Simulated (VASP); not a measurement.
# CaZr2N2 (Immm) in VASP: single point with PBE

Aim: the single point of CaZr2N2 with PBE.

All numbers are computed with VASP 6.6.1; they aren't measurements. Logs are shortened: lines on timing, memory, paths and dates and some standing lists are left out, and cuts for length are marked.

**1. Starting point**

Symmetry: Immm, No. 71, orthorhombic system. The conventional cell has a = 3.465 Å, b = 4.539 Å, c = 10.491 Å, α = 90.00°, β = 90.00°, γ = 90.00°. Around Ca (site symmetry mmm) lie 4 N at 2.57 Å. Around Zr (site symmetry mm2) lie 4 N at 2.20 to 2.27 Å. Around N (site symmetry mm2) lie 4 Zr at 2.20 to 2.27 Å.

The cell was built by a generator and needn't be a form met in nature.

**2. Single point, PBE**

INCAR

```
ALGO = Fast
EDIFF = 1E-5
ENCUT = 520
GGA = PE
ISIF = 2
ISMEAR = 0
KPAR = 4
LASPH = T
LCHARG = F
LREAL = Auto
LWAVE = F
NELM = 80
PREC = Normal
SIGMA = 0.15
```

KPOINTS

```
k-points
0
Gamma
  8 8 8
```

POSCAR

```
CaZr2N2
1.0
   -1.7325300000      2.2694400000      5.2455900000
    3.4650600000     -4.5388800000     10.4911800000
    1.7325300000      2.2694400000     -5.2455900000
Ca Zr N
2 4 4
Direct
    0.0000000000      0.0000000000      0.0000000000
    0.0000000000      0.5000000000      0.0000000000
    0.6890670000      0.3445335000      0.0000000000
    0.6890670000      0.8445335000      0.0000000000
    0.3109330000      0.1554665000      0.0000000000
    0.3109330000      0.6554665000      0.0000000000
    0.8185290000      0.1592645000      0.5000000000
    0.8185290000      0.6592645000      0.5000000000
    0.1814710000      0.3407355000      0.5000000000
    0.1814710000      0.8407355000      0.5000000000
```

Potentials or basis: VASP PAW PBE potentials, release 64 (Ca_sv, Zr_sv, N).

On the command line:

```console
$ cat potpaw_PBE.64/Ca_sv/POTCAR potpaw_PBE.64/Zr_sv/POTCAR potpaw_PBE.64/N/POTCAR > POTCAR
$ mpirun -np 4 vasp_std > vasp.out
```

OUTCAR:

```text
EDIFF = 1E-5
   ENCUT = 520
   GGA = PE
   ISIF = 2
   ISMEAR = 0
   LASPH = T
   LREAL = Auto
   NELM = 80
   PREC = Normal

 ion  position               nearest neighbor table
   1  0.000  0.000  0.000-   4 3.26   5 3.26   3 3.48   6 3.48   5 3.48   4 3.48   3 3.48   6 3.48
                             5 3.48   4 3.48
   2  0.000  0.500  0.000-   3 3.26   6 3.26   5 3.48   4 3.48   6 3.48   3 3.48   4 3.48   5 3.48
                             6 3.48   3 3.48
   3  0.689  0.345  0.000-   7 2.20   8 2.20   9 2.27   9 2.27   5 3.13   6 3.13   5 3.13   6 3.13
                             2 3.26   4 3.47   4 3.47   1 3.48   2 3.48   1 3.48   2 3.48
   4  0.689  0.845  0.000-   8 2.20   7 2.20  10 2.27  10 2.27   6 3.13   5 3.13   6 3.13   5 3.13
                             1 3.26   3 3.47   3 3.47   2 3.48   1 3.48   2 3.48   1 3.48
   5  0.311  0.155  0.000-   9 2.20  10 2.20   7 2.27   7 2.27   3 3.13   4 3.13   3 3.13   4 3.13
                             1 3.26   6 3.47   6 3.47   2 3.48   1 3.48   2 3.48   1 3.48
   6  0.311  0.655  0.000-  10 2.20   9 2.20   8 2.27   8 2.27   4 3.13   3 3.13   4 3.13   3 3.13
                             2 3.26   5 3.47   5 3.47   1 3.48   2 3.48   1 3.48   2 3.48
   7  0.819  0.159  0.500-   3 2.20   4 2.20   5 2.27   5 2.27
   8  0.819  0.659  0.500-   4 2.20   3 2.20   6 2.27   6 2.27
   9  0.181  0.341  0.500-   5 2.20   6 2.20   3 2.27   3 2.27
  10  0.181  0.841  0.500-   6 2.20   5 2.20   4 2.27   4 2.27

  LATTYP: Found a base centered monoclinic cell.
 ALAT       =    11.0485971325
 B/A-ratio  =     0.4108105260
 C/A-ratio  =     0.6272398131
 COS(beta)  =    -0.3136199065

  Lattice vectors:

 A1 = (  -1.7325300000,   2.2694400000,   5.2455900000)
 A2 = (  -1.7325300000,  -2.2694400000,   5.2455900000)
 A3 = (   6.9301200000,  -0.0000000000,   0.0000000000)

Analysis of symmetry for initial positions (statically):
=====================================================================
 Subroutine PRICEL returns following result:

  LATTYP: Found a body centered orthorhombic cell.
 ALAT       =     3.4650600000
 B/A-ratio  =     1.3098993957
 C/A-ratio  =     3.0277051480

  Lattice vectors:

 A1 = (  -1.7325300000,   2.2694400000,   5.2455900000)
 A2 = (   1.7325300000,  -2.2694400000,   5.2455900000)
 A3 = (   1.7325300000,   2.2694400000,  -5.2455900000)

   2 primitive cells build up your supercell.

 Routine SETGRP: Setting up the symmetry group for a
 base centered monoclinic supercell.

 Subroutine GETGRP returns: Found  4 space group operations
 (whereof  4 operations were pure point group operations)
 out of a pool of  4 trial point group operations.

The static configuration has the point symmetry C_2h.

Analysis of symmetry for dynamics (positions and initial velocities):
=====================================================================
 Subroutine PRICEL returns following result:

  LATTYP: Found a body centered orthorhombic cell.
 ALAT       =     3.4650600000
 B/A-ratio  =     1.3098993957
 C/A-ratio  =     3.0277051480

  Lattice vectors:

 A1 = (  -1.7325300000,   2.2694400000,   5.2455900000)
 A2 = (   1.7325300000,  -2.2694400000,   5.2455900000)
 A3 = (   1.7325300000,   2.2694400000,  -5.2455900000)

   2 primitive cells build up your supercell.

 Routine SETGRP: Setting up the symmetry group for a
 base centered monoclinic supercell.

 Subroutine GETGRP returns: Found  4 space group operations
 (whereof  4 operations were pure point group operations)
 out of a pool of  4 trial point group operations.

The dynamic configuration has the point symmetry C_2h.

 Subroutine INISYM returns: Found  4 space group operations
 (whereof  4 operations are pure point group operations),
 and found     2 'primitive' translations

----------------------------------------------------------------------------------------

                                     Primitive cell

  volume of cell :      82.5000

  direct lattice vectors                    reciprocal lattice vectors
    -1.732530000  2.269440000  5.245590000     0.000000000  0.220318669  0.095318162
     1.732530000 -2.269440000  5.245590000     0.288595291  0.000000000  0.095318162
     1.732530000  2.269440000 -5.245590000     0.288595291  0.220318669  0.000000000

  length of vectors
     5.972288721  5.972288721  5.972288721     0.240053886  0.303928930  0.363080649

  position of ions in fractional coordinates (direct lattice)
     0.000000000  0.000000000  0.000000000
     0.689067000  0.689067000  0.000000000
     0.310933000  0.310933000  0.000000000
     0.818529000  0.318529000  0.500000000
     0.181471000  0.681471000  0.500000000

  ion indices of the primitive-cell ions
   primitive index   ion index
                 1           1
                 2           4
                 3           5
                 4           7
                 5          10

----------------------------------------------------------------------------------------

 KPOINTS: k-points

Automatic generation of k-mesh.
 Grid dimensions read from file:
 generate k-points for:    8    8    8

 Generating k-lattice:

  Cartesian coordinates                     Fractional coordinates (reciprocal lattice)
     0.000000000  0.027539834  0.011914770     0.125000000  0.000000000  0.000000000
     0.018037206  0.000000000  0.005957385     0.000000000  0.125000000  0.000000000
     0.036074411  0.027539834  0.000000000     0.000000000  0.000000000  0.125000000

  Length of vectors
     0.030006736  0.018995558  0.045385081

  Shift w.r.t. Gamma in fractional coordinates (k-lattice)
     0.000000000  0.000000000  0.000000000

 Subroutine IBZKPT returns following result:
 ===========================================

 Found    150 irreducible k-points:

 Following reciprocal coordinates:
            Coordinates               Weight
  0.000000  0.000000  0.000000      1.000000
  0.125000  0.000000  0.000000      4.000000
  0.250000  0.000000  0.000000      4.000000
  0.375000  0.000000 -0.000000      4.000000
  0.500000  0.000000  0.000000      2.000000
  0.000000  0.125000 -0.000000      2.000000
[... 16 lines left out ...]
  0.125000  0.375000 -0.000000      4.000000
  0.250000  0.375000  0.000000      4.000000
 [... further k-points ...]
   k-points           NKPTS =    150   k-points in BZ     NKDIM =    150   number of bands    NBANDS=     52
   number of dos      NEDOS =    301   number of ions     NIONS =     10
   total plane-waves  NPLWV =  90720
   dimension x,y,z NGX =    36 NGY =   70 NGZ =   36
   dimension x,y,z NGXF=    72 NGYF=  140 NGZF=   72
   ions per type =               2   4   4
   NGX,Y,Z   is equivalent  to a cutoff of  10.02,  9.74, 10.02 a.u.
   NGXF,Y,Z  is equivalent  to a cutoff of  20.04, 19.49, 20.04 a.u.
 SYSTEM =  unknown system
   PREC   = normal    normal or accurate (medium, high low for compatibility)
   ISTART =      0    job   : 0-new  1-cont  2-samecut
   ICHARG =      2    charge: 1-file 2-atom 10-const
   ISPIN  =      1    spin polarized calculation?
   LNONCOLLINEAR =      F non collinear calculations
   LSORBIT =      F    spin-orbit coupling
   LASPH  =      T    aspherical Exc in radial PAW
   ENCUT  =  520.0 eV  38.22 Ry    6.18 a.u.  11.10 22.21 11.10*2*pi/ulx,y,z
   NELM   =     80;   NELMIN=  2; NELMDL= -5     # of ELM steps
   EDIFF  = 0.1E-04   stopping-criterion for ELM
   LREAL  =      T    real-space projection
   EDIFFG = 0.1E-03   stopping-criterion for IOM
   NSW    =      0    number of steps for IOM
   IBRION =     -1    ionic relax: 0-MD 1-quasi-New 2-CG
   NFREE  =      0    steps in history (QN), initial steepest desc. (CG)
   ISIF   =      2    stress and relaxation
   ISYM   =      2    0-nonsym 1-usesym 2-fastsym
   POTIM  = 0.5000    time-step for ionic-motion
   TEBEG  =    0.0;   TEEND  =   0.0 temperature during run
   PSTRESS=    0.0 pullay stress
   NELECT =      88.0000    total number of electrons
   NUPDOWN=      -1.0000    fix difference up-down
   EMIN   =  10.00;   EMAX   =-10.00  energy-range for DOS
   EFERMI =   0.00;   METHOD = LEGACY
   ISMEAR =     0;   SIGMA  =   0.15  broadening in eV -4-tet -1-fermi 0-gaus
   EFERMI_NEDOS =   21; number of points for ismear=-14 and -15
   IALGO  =     68    algorithm
   IMIX   =      4    mixing-type and parameters
     AMIX     =   0.40;   BMIX     =  1.00
     AMIX_MAG =   1.60;   BMIX_MAG =  1.00
  volume/ion in A,a.u.               =      16.50       111.35
  Fermi-wavevector in a.u.,A,eV,Ry     =   1.327622  2.508842 23.981361  1.762580
  Thomas-Fermi vector in A             =   2.456921
   LORBIT       =      0    0 simple, 1 ext, 2 COOP (PROOUT), +10 PAW based schemes
   GGA     = PE    functional components
   LHFCALC =     F    Hartree Fock is set to
   AEXX    =    0.0000 exact exchange contribution
   IVDW    =     0    specifies the selected vdW correction
   LEPSILON=     F    determine dielectric tensor
   LRPA    =     F    only Hartree local field effects (RPA)
 non-spin polarized calculation
 RMM-DIIS sequential band-by-band and
 Gauss-broadening in eV      SIGMA  =   0.15
  energy-cutoff  :      520.00
  volume of cell :      165.00
 maximum number of plane-waves:      4477
   NGX = 23   NGY = 45   NGZ = 23

 number of electron      88.0000006 magnetization

 Free energy of the ion-electron system (eV)
  ---------------------------------------------------
  ext. energy  EPLUGINS =         0.00000000
  ---------------------------------------------------
  free energy    TOTEN  =       -83.58602099 eV

  energy without entropy =      -83.51381338  energy(sigma->0) =      -83.54991719

 E-fermi :   7.6084     XC(G=0): -10.8679

 val. band max:        7.6033201270   @ k =   0.2500   0.3750   0.0000
 cond. band min:       7.6093500139   @ k =   0.3750  -0.1250   0.2500
 fundamental gap:      0.0060298869
 Fermi energy:         7.6084064912

 k-point     1 :       0.0000    0.0000    0.0000
  band No.  band energies     occupation
      1     -41.5807      2.00000
      2     -41.4892      2.00000
      3     -41.4879      2.00000
      4     -41.4390      2.00000
      5     -32.7732      2.00000
      6     -32.7491      2.00000
[... 44 lines left out ...]
     51       9.7247      0.00000
     52      10.0145      0.00000
[... 1263 lines left out ...]
     51      10.1564      0.00000
     52      10.6822      0.00000

 [... further k-points ...]
[... 5 lines left out ...]
  --------------------------------------------------------------------------------------
  -------------------------------------------------------------------------------------
  Total       -0.1527817     -0.1109032     -0.1047063      0.0000000      0.0000000     -0.0100779
  in kB       -1.4835363     -1.0768885     -1.0167154      0.0000000      0.0000000     -0.0978585
  external PRESSURE =      -1.1923801 kB  Pullay stress =       0.0000000 kB

 VOLUME and BASIS-vectors are now :
 -----------------------------------------------------------------------------
  energy-cutoff  :      520.00
  volume of cell :      165.00
      direct lattice vectors                 reciprocal lattice vectors
    -1.732530000  2.269440000  5.245590000     0.000000000  0.220318669  0.095318162
     3.465060000 -4.538880000 10.491180000     0.144297646  0.000000000  0.047659081
     1.732530000  2.269440000 -5.245590000     0.288595291  0.220318669  0.000000000

 POSITION                                       TOTAL-FORCE (eV/Angst)
 -----------------------------------------------------------------------------------
      0.00000      0.00000      0.00000         0.000000     -0.000000     -0.000000
      1.73253     -2.26944      5.24559         0.000000     -0.000000     -0.000000
     -0.00000      0.00000      7.22913         0.002451     -0.000000      0.026425
      1.73253     -2.26944     12.47472         0.002451     -0.000000      0.026425
      0.00000     -0.00000      3.26205        -0.002451      0.000000     -0.026425
      1.73253     -2.26944      8.50764        -0.002451      0.000000     -0.026425
     -0.00000      2.26944      3.34175         0.000147     -0.000000      0.002979
      1.73253      0.00000      8.58734         0.000147     -0.000000      0.002979
      1.73253      0.00000      1.90384        -0.000147     -0.000000     -0.002979
      3.46506     -2.26944      7.14943        -0.000147      0.000000     -0.002979
 -----------------------------------------------------------------------------------
    total drift:                                0.000000      0.000000     -0.000000

  FREE ENERGIE OF THE ION-ELECTRON SYSTEM (eV)
  ---------------------------------------------------
  free  energy   TOTEN  =       -83.5860209915 eV

  energy  without entropy=      -83.5138133822  energy(sigma->0) =      -83.54991719
```

Wall time 11 min (4 MPI ranks of Intel Xeon Platinum 8488C (Sapphire Rapids), shared host); peak memory 0.83 GiB.

Results:

- Free energy: -83.5860 eV
- Pressure: -0.1 GPa
- Largest force: 0.027 eV/Å
- Band gap on the k mesh: none (metal or under the smearing width)

Forces in eV/Å, atoms in the order of the input:
```
Ca   0.000  0.000  0.000
Ca   0.000  0.000  0.000
Zr   0.002  0.000  0.026
Zr   0.002  0.000  0.026
Zr  -0.002  0.000 -0.026
Zr  -0.002  0.000 -0.026
N    0.000  0.000  0.003
N    0.000  0.000  0.003
N    0.000  0.000 -0.003
N    0.000  0.000 -0.003
```
